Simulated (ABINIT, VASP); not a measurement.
An input for ABINIT (PBEsol, norm-conserving pseudopotentials (PseudoDojo nc-sr-04 PBEsol standard)):

```
# ZrC, PseudoDojo nc-sr-04 PBEsol standard
pp_dirpath "./"
pseudos "Zr.upf, C.upf"
acell 3*1.0
rprim
         0.0000000000    4.3631414060    4.3631414060
         4.3631414060    0.0000000000    4.3631414060
         4.3631414060    4.3631414060    0.0000000000
natom 2
ntypat 2
znucl 40 6
typat 1 2
xred
         0.0000000000    0.0000000000    0.0000000000
         0.5000000000    0.5000000000    0.5000000000
ecut 1116 eV
ixc -116133
occopt 7
tsmear 0.00734986
nband 13
kptopt 1
ngkpt 10 10 10
nshiftk 1
shiftk 0 0 0
nstep 60
tolvrs 1.0e-11
prtwf 0
prtden 0
```

Problem. Translate it to VASP.

Solution. One set of files that does it:

**INCAR**
```
ALGO = Normal
EDIFF = 1E-6
ENCUT = 400
GGA = PS
ISIF = 2
ISMEAR = 0
LASPH = .TRUE.
LCHARG = .FALSE.
LMAXMIX = 4
LREAL = .FALSE.
LWAVE = .FALSE.
NELM = 100
PREC = Accurate
SIGMA = 0.2
SYSTEM = ZrC
```

File KPOINTS:
```
Automatic mesh
0
Gamma
10 10 10
0 0 0
```

File POSCAR:
```
ZrC
1
    0.0000000000     2.3088750000     2.3088750000
    2.3088750000     0.0000000000     2.3088750000
    2.3088750000     2.3088750000     0.0000000000
Zr C
1 1
Direct
  0.0000000000   0.0000000000   0.0000000000
  0.5000000000   0.5000000000   0.5000000000
```

POTCAR, in this order: Zr_sv C (PBE.64 set). Program: vasp_std.

The two runs describe the same crystal, functional and task. Each code takes its own potentials, basis and convergence tests.

The structure is a typed ZrC crystal (Fm-3m). The cell was not relaxed at this level, and it may have been scaled.
